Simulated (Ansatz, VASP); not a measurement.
# InTe2: VASP beside Ansatz, part 2 of 2

Wanted: the spread between two codes on one cell, functional and k mesh. The cell is generated by rule, not measured, and may not be a known phase. The cell is taken from a series of runs on this material, whose earlier steps may have relaxed, scaled, displaced or heated it; both programs get it as it stands.

VASP 6.6.1 and Ansatz 0.2.0.

So far: The starting structure; VASP: relaxation of cell and atoms, PBEsol, pair 1; Ansatz: relaxation of cell and atoms, PBEsol, pair 1; Side by side.

## 5. Ansatz: relaxation of cell and atoms, PBEsol, pair 2

Level of this step: Ansatz beside VASP: Kohn-Sham DFT, plane waves, PBEsol (Ansatz).

The relaxed volume is the usual yardstick between codes: in a stiff, nearly cubic crystal its relative difference is about their pressure difference at one cell divided by the bulk modulus.

The cell is taken from a series of runs on this material, whose earlier steps may have relaxed, scaled, displaced or heated it; both programs get it as it stands.

File input.yaml:

```yaml
crystal:
  lattice:
    - [0.0, 3.609339266, 3.609339266]
    - [3.609339266, 0.0, 3.609339266]
    - [3.609339266, 3.609339266, 0.0]
  atoms:
    - { symbol: In, position: [0.0, 0.0, 0.0] }
    - { symbol: Te, position: [0.75, 0.75, 0.75] }
    - { symbol: Te, position: [0.25, 0.25, 0.25] }
kpoints:
  mp_grid: { grid: [10, 10, 10] }
hamiltonian:
  xc: pbesol
scf:
  occupations: { method: methfessel_paxton, width: 0.15 }
output:
  forces: true
  stress: true
  eigenvalues: true
relax:
  adjacent_minimum: "off"
  f_tol: 0.001
  max_steps: 60
  cell: { stress_tol: 0.01 }
```

Launch:

```bash
ansatz run input.yaml --threads 4 --pin off --max-ram 8192MiB --backend cpu --events-out ev --progress --plain --runs-dir out
```

Numbers of over 12 decimals in the logs are rounded to 6 here.

Log:

```text
[...]
Crystal: 3 atoms, lattice volume = 94.040 Å³
Basis set: ecut = 420 eV, 1837 PW (Γ), exchange–correlation on 72×72×72 points (8 copies of the dense FFT grid, shifted against one another)
Bands: 27, of which v1, the nominal top of the filled ones, is band 23 counted from 1 (22 counted from 0)
Symmetry: 48 space group operations
[...]
k-points: 47 of 1000
[...]
k-point 46: bands = [... 19 lower, 5.7559, 7.1169, 8.8886, 9.6922, 9.8775, 12.0331, 13.5702, 13.9978]
--- Relaxed structure (2 steps of the walk, 2 accepted, 1 SCFs on fresh bases) ---
[...]
cell:  # Å, volume = 94.1011 Å³
    - [0, 3.610119, 3.610119]
    - [3.610119, 0, 3.610119]
    - [3.610119, 3.610119, 0]
  atoms:
    - { symbol: In, position: [0, 0, 0] }
    - { symbol: Te, position: [0.750000, 0.750000, 0.750000] }
    - { symbol: Te, position: [0.25, 0.25, 0.25] }
[key lines of the parts left out:]
SCF converged after 6 iterations
Free energy (F): -19327.942801 eV
Fermi energy:    8.931961 eV
P = ⅓ Tr σ = -0.0066 GPa (-0.066 kbar)
```

## 6. VASP: relaxation of cell and atoms, PBEsol, pair 2

The same cell, functional, mesh and smearing now go to VASP, with its own data sets.

File INCAR:

```
SYSTEM = InTe2
PREC = Accurate
ENCUT = 500
EDIFF = 1E-07
NELM = 120
ISMEAR = 1
SIGMA = 0.15
LREAL = .FALSE.
ALGO = Normal
GGA = PS
NBANDS = 18
LORBIT = 11
LWAVE = .FALSE.
LCHARG = .FALSE.
ISIF = 3
IBRION = 2
NSW = 80
EDIFFG = -0.005
LASPH = .TRUE.
GGA_COMPAT = .FALSE.
NELMIN = 4
```

File POSCAR:

```
InTe2
1.0
    0.0000000000      3.6093390000      3.6093390000
    3.6093390000      0.0000000000      3.6093390000
    3.6093390000      3.6093390000      0.0000000000
In Te
1 2
Direct
    0.0000000000      0.0000000000      0.0000000000
    0.7500000693      0.7500000693      0.7500000693
    0.2500000693      0.2500000693      0.2500000693
```

File KPOINTS:

```
Automatic mesh
0
Gamma
10 10 10
0 0 0
```

Potentials, in the order of the species: In_d and Te (PBE family, release 64).

Launch:

```bash
mpirun -np 1 vasp_std
```

Log:

```text
[banner, memory and clock lines left out]
running    1 mpi-ranks, on    1 nodes
[...]
[... a notice as in an earlier step ...]

 LDA part: xc-table for (Slater+PW92), standard interpolation
 POSCAR, INCAR and KPOINTS ok, starting setup
[...]
entering main loop
       N       E                     dE             d eps       ncg     rms          rms(c)
DAV:   1     0.167026580631E+03    0.16703E+03   -0.10166E+04  1692   0.127E+03
DAV:   2     0.566742313486E+01   -0.16136E+03   -0.15791E+03  1786   0.302E+02
DAV:   3    -0.902322659984E+01   -0.14691E+02   -0.14291E+02  2194   0.934E+01
DAV:   4    -0.959991802018E+01   -0.57669E+00   -0.57192E+00  2190   0.181E+01
[...]
DAV:  12    -0.954826294532E+01    0.67569E-06   -0.66506E-07  1976   0.806E-03    0.106E-02
DAV:  13    -0.954826330212E+01   -0.35680E-06   -0.43446E-07  1584   0.505E-03    0.246E-03
DAV:  14    -0.954826335792E+01   -0.55793E-07   -0.45508E-08  1376   0.186E-03
   1 F= -.95482634E+01 E0= -.95481710E+01  d E =-.954826E+01
[...]
N       E                     dE             d eps       ncg     rms          rms(c)
DAV:   1    -0.954857726468E+01   -0.31396E-03   -0.80364E-03  2208   0.138E+00    0.113E-01
DAV:   2    -0.954832961694E+01    0.24765E-03   -0.54670E-04  2172   0.431E-01    0.447E-02
DAV:   3    -0.954828003378E+01    0.49583E-04   -0.12561E-04  2228   0.174E-01    0.124E-02
DAV:   4    -0.954827684032E+01    0.31935E-05   -0.73261E-06  2186   0.245E-02    0.123E-02
DAV:   5    -0.954827582173E+01    0.10186E-05   -0.49093E-07  1904   0.986E-03    0.704E-03
DAV:   6    -0.954827523887E+01    0.58286E-06   -0.24161E-07  1556   0.453E-03    0.546E-04
DAV:   7    -0.954827525234E+01   -0.13476E-07   -0.19459E-08   886   0.151E-03
   2 F= -.95482753E+01 E0= -.95481742E+01  d E =-.118944E-04
 trial-energy change:   -0.000012  1 .order   -0.000013   -0.000036    0.000010
 step:   0.7593(harm=  0.7791)  dis= 0.00000  next Energy=    -9.548276 (dE=-0.131E-04)
 reached required accuracy - stopping structural energy minimisation
```

OUTCAR, selected parts (step 6):

```text
  Total       -0.0076935     -0.0076935     -0.0076935      0.0000000     -0.0000000     -0.0000000
  in kB       -0.1309040     -0.1309040     -0.1309040      0.0000000     -0.0000000     -0.0000000
  external PRESSURE =      -0.1309040 kB  Pullay stress =       0.0000000 kB

 POSITION                                       TOTAL-FORCE (eV/Angst)
 -----------------------------------------------------------------------------------
      0.00000      0.00000      0.00000         0.000000      0.000000      0.000000
      5.41637      5.41637      5.41637         0.000000      0.000000      0.000000
      1.80546      1.80546      1.80546        -0.000000     -0.000000     -0.000000
 -----------------------------------------------------------------------------------
    total drift:                               -0.000281     -0.000281     -0.000281

  FREE ENERGIE OF THE ION-ELECTRON SYSTEM (eV)
  ---------------------------------------------------
  free  energy   TOTEN  =        -9.5482752523 eV

  energy  without entropy=       -9.5479719914  energy(sigma->0) =       -9.54817417

[... 2 parts as in an earlier step ...]

[... 2 further parts left out ...]
[key lines of the parts left out:]
E-fermi :   6.1387
```

## 7. Comparison

What differs besides the data sets and the points named for the pairs above, as far as they apply: the data sets hold 45 valence electrons in Ansatz (on its default PAW (the set named soft_2) files) and 25 in VASP. Total energies have different zeros and are not compared.

Both answers:

```csv
quantity,Ansatz,VASP,difference
volume (Å³),94.10,94.16,-0.07 %
"edge a after relaxation, in the typed setting (Å)",5.106,5.107,-0.02 %
```

## 8. Summary of results

```yaml
difference_in_volume_relaxation_of_cell_and_atoms_pbesol_pair_1: -0.15 %
difference_in_volume_relaxation_of_cell_and_atoms_pbesol_pair_2: -0.066 %
```

The difference in volume is -0.15 % (relaxation of cell and atoms, PBEsol, pair 1), within the 1.2 % picked in this series as the mark of a large difference, as far as the stopping tolerances let one tell. The data sets hold unlike numbers of valence electrons (45 in Ansatz and 25 in VASP), so part of the differences comes from the potentials. 1 further run of this series is not shown here. Such differences can come from data sets, numerical settings and the points named under the comparisons, not from the functional's error against experiment.

[Lines on the potential files, build, host, timing and source positions are cut from VASP's logs without a mark.]

[Logs are printed without paths, hosts, clocks, repeated set-up lines and the standing remarks that a program may print on its own settings, such as how far it seeks lower states.]

[Hosts, paths, dates, database ids (printed as entryN), source tags and the programs' standing remarks are cut or masked in the printed files.]
